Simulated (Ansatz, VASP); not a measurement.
# Mo (Mo(310)): VASP beside Ansatz, part 3 of 3

One calculation is typed for both programs; each brings its own data sets. How far apart do they land? Of the first pair: The structure shown is the start of the Ansatz relaxation below; VASP solves that cell, so the two are compared at the walk's first step.

VASP 6.6.1 and Ansatz 0.2.0.

So far. Step 4 (Differences): The forces differ by 14 meV/Å r.m.s., which is 1.9 % of the r.m.s. force of 0.771 eV/Å (both taken over all components). With vacuum in the cell, a pressure given here is an average over mostly empty space and none of the material.

## Step 5: Ansatz: relaxation, LDA

Level of this step: Ansatz beside VASP: Kohn-Sham DFT, plane waves, LDA (Ansatz).

This run makes the geometry at which the two programs are then compared.

The structure compared here is the end of the Ansatz relaxation.

input.yaml

```yaml
crystal:
  lattice:
    - [3.15, 0.0, 0.0]
    - [-1.575, 4.98058731, 0.0]
    - [0.0, 0.0, 25.9650571666]
  atoms:
    - { symbol: Mo, position: [0.9, 0.8, 0.3273630382] }
    - { symbol: Mo, position: [0.2, 0.4, 0.3657268075] }
    - { symbol: Mo, position: [0.5, 0.0, 0.4040905768] }
    - { symbol: Mo, position: [0.8, 0.6, 0.4424543461] }
    - { symbol: Mo, position: [0.1, 0.2, 0.4808181154] }
    - { symbol: Mo, position: [0.4, 0.8, 0.5191818846] }
    - { symbol: Mo, position: [0.7, 0.4, 0.5575456539] }
    - { symbol: Mo, position: [0.0, 0.0, 0.5959094232] }
    - { symbol: Mo, position: [0.3, 0.6, 0.6342731925] }
    - { symbol: Mo, position: [0.6, 0.2, 0.6726369618] }
kpoints:
  mp_grid: { grid: [9, 6, 1] }
hamiltonian:
  xc: lda
scf:
  occupations: { method: fermi_dirac, width: 0.1 }
  convergence: { dr2_threshold: 1.0e-08 }
efield:
  axis: 3
  dipole_correction: true
  ramp_position: 0.97
  ramp_width: 0.06
relax:
  f_tol: 0.015
  max_steps: 90
  constraints: [{ sites: [0, 1, 2] }]
output:
  write_potential: true
  write_density: true
  volumetric_format: npy
```

Started as:

```
> ansatz run input.yaml --threads 4 --pin off --max-ram 6144MiB --backend cpu --events-out ev --progress --plain --runs-dir out
```

Numbers of over 12 decimals in the logs are rounded to 6 here.

Output:

```text
[...]
Crystal: 10 atoms, lattice volume = 407.362 Å³
Basis set: ecut = 420 eV, 7999 PW (Γ)
Bands: 84, of which v1, the nominal top of the filled ones, is band 70 counted from 1 (69 counted from 0)
Symmetry: 1 space group operations
k-points: 28 of 54 (time reversal used)
[...]
- { symbol: Mo, position: [0.798141, 0.596218, 0.438296] }
    - { symbol: Mo, position: [0.097111, 0.194155, 0.477509] }
    - { symbol: Mo, position: [0.398470, 0.795985, 0.515585] }
    - { symbol: Mo, position: [0.699467, 0.398679, 0.550977] }
    - { symbol: Mo, position: [-0.00374354, -0.00777595, 0.591044] }
    - { symbol: Mo, position: [0.293365, 0.586266, 0.627565] }
    - { symbol: Mo, position: [0.608591, 0.217329, 0.655953] }
[key lines of the parts left out:]
SCF converged after 7 iterations
Free energy (F): -48421.297835 eV
Fermi energy:    5.433934 eV
Dipole field:    D = -0.003809 V/Å  (p = -0.008575 e·Å, saw-weighted, corrected)
Work function:   Φ+ = 4.2622 eV   Φ− = 4.1633 eV
```

## Step 6: VASP: single point, LDA, relaxed cell, pair 2

The same cell, functional (in two slightly different forms), mesh and smearing now go to VASP, with its own data sets.

INCAR

```
SYSTEM = Mo
PREC = Accurate
ENCUT = 400
EDIFF = 1E-06
NELM = 120
ISMEAR = -1
SIGMA = 0.1
LREAL = .FALSE.
ALGO = Normal
GGA = PW92
NBANDS = 86
LASPH = .TRUE.
LORBIT = 11
LWAVE = .FALSE.
LCHARG = .FALSE.
ISIF = 2
LDIPOL = .TRUE.
IDIPOL = 3
DIPOL = 0.5 0.5 0.496
LVHAR = .TRUE.
GGA_COMPAT = .FALSE.
NELMDL = -8
KPAR = 2
```

POSCAR

```
Mo
1.0
    3.1500000000      0.0000000000      0.0000000000
   -1.5750000000      4.9805873100      0.0000000000
    0.0000000000      0.0000000000     25.9650571666
Mo
10
Direct
    0.9000000000      0.8000000000      0.3273630382
    0.2000000000      0.4000000000      0.3657268075
    0.5000000000      0.0000000000      0.4040905768
    0.7981412003      0.5962175920      0.4382956279
    0.0971109140      0.1941551431      0.4775089823
    0.3984702260      0.7959846452      0.5155849250
    0.6994667453      0.3986794417      0.5509766746
    0.9962564630      0.9922240493      0.5910444352
    0.2933654615      0.5862664624      0.6275646360
    0.6085913697      0.2173289219      0.6559527057
```

KPOINTS

```
Automatic mesh
0
Gamma
9 6 1
0 0 0
```

PAW data sets: Mo_sv (LDA family, release 64).

Started as:

```
> mpirun -np 2 vasp_std
```

Output:

```text
[banner, memory and clock lines left out]
running    2 mpi-ranks, on    1 nodes
[...]
[... a notice as in an earlier step ...]

 LDA part: xc-table for (Slater(with rela. corr.)+PW92), standard interpolation
 [... a notice as in an earlier step ...]

 POSCAR, INCAR and KPOINTS ok, starting setup
[...]
entering main loop
       N       E                     dE             d eps       ncg     rms          rms(c)
DAV:   1     0.142365764334E+04    0.14237E+04   -0.80937E+04  6256   0.124E+03
DAV:   2    -0.691265843659E+02   -0.14928E+04   -0.14498E+04  5272   0.442E+02
DAV:   3    -0.122154639881E+03   -0.53028E+02   -0.51036E+02  6554   0.724E+01
DAV:   4    -0.123732329730E+03   -0.15777E+01   -0.15420E+01  6160   0.971E+00
[...]
DAV:  38    -0.114032421463E+03   -0.50297E-05   -0.55205E-07  3452   0.177E-03    0.607E-04
DAV:  39    -0.114032423248E+03   -0.17848E-05   -0.12500E-07  3114   0.922E-04    0.488E-04
DAV:  40    -0.114032423891E+03   -0.64310E-06   -0.62661E-08  2928   0.546E-04
   1 F= -.11403242E+03 E0= -.11389317E+03  d E =-.278509E+00
```

From OUTCAR (step 6):

```text
  Total      -13.7298005    -14.0732114     -4.1446032     -0.0473283      0.2493151      0.0103265
  in kB      -54.0000816    -55.3507360    -16.3009586     -0.1861450      0.9805704      0.0406149
  external PRESSURE =     -41.8839254 kB  Pullay stress =       0.0000000 kB

 POSITION                                       TOTAL-FORCE (eV/Angst)
 -----------------------------------------------------------------------------------
      1.57500      3.98447      8.50000        -0.008324     -0.422857      2.335974
      0.00000      1.99223      9.49612         0.006951      0.605598     -0.682258
      1.57500      0.00000     10.49223         0.001355     -0.190757     -1.752408
      1.57510      2.96951     11.38037        -0.000066      0.003079      0.005079
      0.00011      0.96701     12.39855        -0.000025      0.003081      0.000715
      0.00151      3.96447     13.38719         0.000065      0.003270     -0.002096
      1.57540      1.98566     14.30614        -0.000119     -0.004982      0.001225
      1.57545      4.94186     15.34650        -0.000029     -0.015003     -0.000806
      0.00073      2.91995     16.29475         0.000181      0.046428      0.027624
      1.57477      1.08243     17.03185         0.000012     -0.027858      0.066951
 -----------------------------------------------------------------------------------
    total drift:                               -0.000018     -0.000323     -0.000540

  FREE ENERGIE OF THE ION-ELECTRON SYSTEM (eV)
  ---------------------------------------------------
  free  energy   TOTEN  =      -114.0324238910 eV

  energy  without entropy=     -113.7539148555  energy(sigma->0) =     -113.89316937

[... 1 part as in an earlier step ...]

[... 2 further parts left out ...]
[key lines of the parts left out:]
E-fermi :   2.2299
```

## Step 7: Differences

The two programs side by side:

```
                                   quantity  Ansatz  VASP  difference
 work function, lower of the two faces (eV)    4.16  4.16       +0.01
work function, higher of the two faces (eV)    4.26  4.26       +0.01
```

Forces (eV/Å; atoms numbered as in POSCAR):

```
atom         Ansatz x, y, z           VASP x, y, z
 Mo1  -0.008, -0.433, 2.377  -0.008, -0.423, 2.336
 Mo2   0.007, 0.622, -0.641   0.007, 0.606, -0.682
 Mo3  0.001, -0.190, -1.736  0.001, -0.191, -1.752
 Mo4   0.000, -0.001, 0.000    0.000, 0.003, 0.005
 Mo5    0.000, 0.000, 0.001    0.000, 0.003, 0.001
 Mo6   0.000, 0.000, -0.002   0.000, 0.003, -0.002
 Mo7   0.000, -0.001, 0.003   0.000, -0.005, 0.001
 Mo8    0.000, 0.003, 0.002  0.000, -0.015, -0.001
 Mo9   0.000, -0.001, 0.004    0.000, 0.046, 0.028
Mo10   0.000, 0.001, -0.008   0.000, -0.028, 0.067
```

The forces differ by 21 meV/Å r.m.s., which is 3.8 % of the r.m.s. force of 0.565 eV/Å (both taken over all components). With vacuum in the cell, a pressure given here is an average over mostly empty space and none of the material.

## Step 8: Summary of results

```
r.m.s. force difference (single point, LDA, start cell, pair 1)   : 1.9 % of the r.m.s. force
r.m.s. force difference (single point, LDA, relaxed cell, pair 2) : 3.8 % of the r.m.s. force
```

In words: The r.m.s. force difference is 3.8 % of the r.m.s. force (single point, LDA, relaxed cell, pair 2), beyond the 3 % picked in this series as the mark of a large difference. What causes the difference of the single point, LDA, relaxed cell, pair 2 pair stays open here. Such differences can come from data sets, numerical settings and the points named under the comparisons, not from the functional's error against experiment.

[Lines on the potential files, build, host, timing and source positions are cut from VASP's logs without a mark.]

[Logs are printed without paths, hosts, clocks, repeated set-up lines and the standing remarks that a program may print on its own settings, such as how far it seeks lower states.]

[Hosts, paths, dates, database ids (printed as entryN), source tags and the programs' standing remarks are cut or masked in the printed files.]
